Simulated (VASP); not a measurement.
Output of a VASP run:

OSZICAR:
```
       N       E                     dE             d eps       ncg     rms          rms(c)
DAV:   1    -0.404433487135E+03   -0.40443E+03   -0.12777E+01   326   0.809E+00    0.195E+01
DAV:   2    -0.404546578750E+03   -0.11309E+00   -0.35933E-01   348   0.127E+00    0.127E+01
DAV:   3    -0.404530042417E+03    0.16536E-01   -0.24567E-02   361   0.315E-01    0.762E+00
DAV:   4    -0.404523643913E+03    0.63985E-02   -0.89053E-03   345   0.163E-01    0.441E+00
DAV:   5    -0.404521227815E+03    0.24161E-02   -0.82954E-04   353   0.634E-02    0.255E+00
DAV:   6    -0.404520372325E+03    0.85549E-03   -0.73270E-04   353   0.496E-02    0.145E+00
DAV:   7    -0.404520118945E+03    0.25338E-03   -0.17977E-04   345   0.266E-02    0.831E-01
DAV:   8    -0.404520030881E+03    0.88064E-04   -0.52035E-05   353   0.158E-02    0.472E-01
DAV:   9    -0.404520010298E+03    0.20583E-04   -0.35978E-05   305   0.104E-02    0.266E-01
DAV:  10    -0.404520005905E+03    0.43936E-05   -0.48220E-06   201   0.507E-03
   1 F= -.40452001E+03 E0= -.40452001E+03  d E =-.183781E-12
```

### OUTCAR
```
------------------------ aborting loop because EDIFF is reached ----------------------------------------
  volume of cell :     1308.29
      direct lattice vectors                 reciprocal lattice vectors
    10.937074700  0.000000000  0.000000000     0.091432127  0.000000000  0.000000000
     0.000000000 10.937074700  0.000000000     0.000000000  0.091432127  0.000000000
     0.000000000  0.000000000 10.937074700     0.000000000  0.000000000  0.091432127
 POSITION                                       TOTAL-FORCE (eV/Angst)
 -----------------------------------------------------------------------------------
      5.49511     10.89894     10.91402        -0.000160     -0.012237      0.046231
      6.86681      1.33048      1.34103        -0.015265      0.024599     -0.047481
      8.24191      2.70083     10.91942         0.005017      0.002258      0.038882
      9.57365      4.09863      1.30820        -0.003117     -0.000037      0.014615
      8.22203     10.91432      2.73373        -0.019398      0.016841      0.000684
      9.57446      1.37217      4.08965         0.003297      0.010065     -0.041133
     10.93664      0.00026     10.89115        -0.010552     -0.002776      0.026279
      1.34861      1.34846      1.35339         0.012245      0.006296     -0.027113
      2.71967      2.72327      0.00654        -0.006652     -0.008313      0.041144
      4.09908      4.09995      1.33518        -0.002772      0.000717      0.017019
      5.47694      5.47769      0.00655         0.004576      0.010870      0.040337
      6.85071      6.85033      1.35343        -0.005689     -0.006503     -0.029875
      8.19817      8.20063     10.89046         0.006020      0.006912      0.023584
      9.56657      9.56898      1.32859         0.004905     -0.002382     -0.007900
      2.73806     10.89574      2.67231        -0.016084      0.010434      0.022398
      4.12488      1.31261      3.99087        -0.038619      0.030439     -0.025854
      5.48952      2.71303      2.66229         0.029032     -0.031340      0.013026
      6.89046      4.07796      3.99060        -0.035660      0.036631     -0.023925
      8.24453      5.46376      2.67194        -0.010801      0.013542      0.016167
      9.55917      6.83186      4.08769         0.002119     -0.018547     -0.037196
      5.45857      0.00978      5.43754         0.006745     -0.020026      0.014826
      6.82156      1.37877      6.80784         0.002003      0.001800     -0.020826
      8.18953      2.74198      5.43714         0.022775     -0.007099      0.019142
      9.56815      4.10070      6.79681        -0.001599     -0.003361      0.006846
      8.20881     10.92885      8.14971        -0.014944      0.013830      0.007621
      9.58908      1.36235      9.50861         0.006076     -0.000734     -0.017281
     10.90113      5.49643     10.91182        -0.010503      0.004178      0.044201
      1.33041      6.86799      1.34059         0.023665     -0.017347     -0.053248
      2.70174      8.23816     10.91575        -0.003983      0.007625      0.041576
      4.09986      9.56575      1.30832         0.004651      0.005452      0.010546
     10.89926      2.73602      2.67676         0.003882     -0.007664      0.017006
      1.31252      4.12724      3.99428         0.037183     -0.042360     -0.023752
      2.71136      5.49055      2.66241        -0.029585      0.023274      0.010666
      4.07450      6.88880      3.99447         0.038365     -0.032028     -0.026287
      5.46430      8.24007      2.67630         0.009794     -0.006627      0.012223
      6.82810      9.56073      4.09055        -0.009861      0.000898     -0.038550
      0.06019      0.06251      5.45266        -0.009789     -0.010654      0.014108
      1.50356      1.50369      6.78508        -0.036219     -0.039240     -0.006954
      2.85330      2.85121      5.18936         0.091240      0.094078     -0.034324
      4.12052      4.11109      7.40892        -0.015478     -0.045707     -0.618568
      5.34471      5.34230      5.18598        -0.108363     -0.115173     -0.032966
      6.69012      6.68927      6.78911         0.057124      0.053400     -0.001762
      8.13337      8.13430      5.45350         0.004765      0.006200      0.016696
      9.56682      9.56546      6.77330        -0.000299      0.003501      0.022478
      2.76252      0.02545      8.16157        -0.037596      0.003919      0.006692
      4.08670      1.31221      9.63452         0.036075      0.016751     -0.036408
      5.57007      2.63509      8.38638         0.016969     -0.008564      0.069439
      6.89362      4.10885      9.64001        -0.011401     -0.029372     -0.039028
      8.17538      5.43605      8.16444        -0.009952      0.032394      0.011130
      9.54792      6.83868      9.50990         0.001569     -0.008901     -0.022971
     10.91373      8.22442      2.73174         0.013853     -0.017313      0.000429
      1.36947      9.57845      4.08723         0.014877     -0.001619     -0.042941
      0.00645      5.46245      5.43644        -0.021149      0.007559      0.017616
      1.37638      6.82441      6.80675         0.006843     -0.005139     -0.020779
      2.73793      8.19327      5.43571        -0.007082      0.020113      0.021023
      4.09908      9.56837      6.79652         0.000375     -0.001160      0.009489
      0.02526      2.76286      8.16019         0.003480     -0.033480      0.010982
      1.31287      4.09048      9.62879         0.022698      0.025730     -0.035265
      2.63996      5.56528      8.37464        -0.027339      0.035594      0.077453
      4.10852      6.89100      9.63394        -0.020611     -0.018309     -0.035147
      5.43654      8.17516      8.16192         0.027433     -0.005082      0.013403
      6.83715      9.54979      9.50783        -0.004515     -0.003713     -0.021008
...
```
(Selected blocks of OUTCAR.)

POSCAR:
```
CSi64
1
   10.9370747000     0.0000000000     0.0000000000
    0.0000000000    10.9370747000     0.0000000000
    0.0000000000     0.0000000000    10.9370747000
Si C
64 1
Direct
  0.5024292962   0.9965130156   0.9978919202
  0.6278469570   0.1216486886   0.1226131183
  0.7535750096   0.2469426555   0.9983853889
  0.8753393762   0.3747464893   0.1196116045
  0.7517577946   0.9979198595   0.2499508521
  0.8754132298   0.1254608427   0.3739249406
  0.9999605569   0.0000238859   0.9958008554
  0.1233058450   0.1232922512   0.1237429879
  0.2486651575   0.2489947262   0.0005980810
  0.3747880495   0.3748666984   0.1220787651
  0.5007685535   0.5008367560   0.0005991572
  0.6263754025   0.6263403426   0.1237465949
  0.7495758377   0.7498007116   0.9957375443
  0.8746914742   0.8749124119   0.1214756375
  0.2503463288   0.9962203214   0.2443350637
  0.3771463285   0.1200148084   0.3648932784
  0.5019184324   0.2480576788   0.2434188749
  0.6300097885   0.3728566042   0.3648692373
  0.7538146039   0.4995632297   0.2443014134
  0.8740152023   0.6246518768   0.3737465885
  0.4990883517   0.0008943034   0.4971660218
  0.6237096303   0.1260637518   0.6224552886
  0.7487860406   0.2507053258   0.4971291597
  0.8748362272   0.3749360612   0.6214467713
  0.7505487130   0.9992479170   0.7451451989
  0.8767501921   0.1245627512   0.8693927546
  0.9967133361   0.5025506427   0.9976911962
  0.1216426005   0.6279553673   0.1225728268
  0.2470253950   0.7532321931   0.9980502870
  0.3748590859   0.8746165842   0.1196225214
  0.9965423936   0.2501602090   0.2447422535
  0.1200064648   0.3773627281   0.3652051236
  0.2479050989   0.5020125304   0.2434300058
  0.3725405202   0.6298575281   0.3652227472
  0.4996128014   0.7534073478   0.2446993769
  0.6243081093   0.8741580610   0.3740074826
  0.0055037236   0.0057154574   0.4985486575
  0.1374741391   0.1374860055   0.6203742370
  0.2608830821   0.2606924706   0.4744741619
  0.3767475316   0.3758859251   0.6774131141
  0.4886782224   0.4884579755   0.4741655111
  0.6116922410   0.6116142058   0.6207427731
  0.7436509818   0.7437362127   0.4986246912
  0.8747143057   0.8745903568   0.6192973115
  0.2525833475   0.0023271016   0.7462294434
  0.3736552712   0.1199783175   0.8809047119
  0.5092837322   0.2409321653   0.7667849875
  0.6302983916   0.3756809190   0.8814070015
  0.7474925599   0.4970293456   0.7464924757
  0.8729868726   0.6252749551   0.8695108386
  0.9978652847   0.7519763333   0.2497689969
  0.1252139340   0.8757778785   0.3737039158
  0.0005894066   0.4994433995   0.4970657272
  0.1258451932   0.6239700485   0.6223552313
  0.2503347196   0.7491280843   0.4969987745
  0.3747878831   0.8748560385   0.6214201357
  0.0023095843   0.2526140213   0.7461038109
  0.1200383773   0.3740009519   0.8803809693
  0.2413771282   0.5088451488   0.7657114681
  0.3756508243   0.6300587769   0.8808517365
  0.4970741642   0.7474722212   0.7462618537
  0.6251353545   0.8731575034   0.8693210722
  0.9992536796   0.7505203071   0.7453840487
  0.1245239031   0.8767781595   0.8695024485
  0.3767209761   0.3725895575   0.5162219743
```

### Question
Reconstruct the remaining input files.

### Answer
Several could match; the one computed here: the input of the run itself, HSE06 screened hybrid, plane waves, VASP's PBE PAW potentials (set 64).

KPOINTS:
```
Automatic mesh
0
Gamma
1 1 1
0 0 0
```

INCAR:
```
SYSTEM  =  CSi64
PREC  =  Normal; ENCUT  =  400; LREAL  =  Auto
LASPH  =  .True.; ISYM  =  0
EDIFF  =  1E-5; NELM  =  50; NELMIN  =  4
ALGO  =  Normal
ISMEAR  =  0; SIGMA  =  0.05
GGA  =  PE; LHFCALC  =  .True.; AEXX  =  0.25
HFSCREEN  =  0.2; PRECFOCK  =  Fast
ISIF  =  0
LWAVE  =  .False.; LCHARG  =  .False.
```

POTCAR, in this order: Si C (PBE.64 set). Program: vasp_gam. Read from the step before: WAVECAR.

The supercell is sampled at Γ alone, which is coarse: total energies, pressure and levels can be off, energies of defects by several tenths of an eV.

The cell is a supercell with a defect, built from Si (diamond): C_i. The cell's shape comes from a PBE relaxation. The run is not spin-polarised, so no state with unpaired spins was tried.
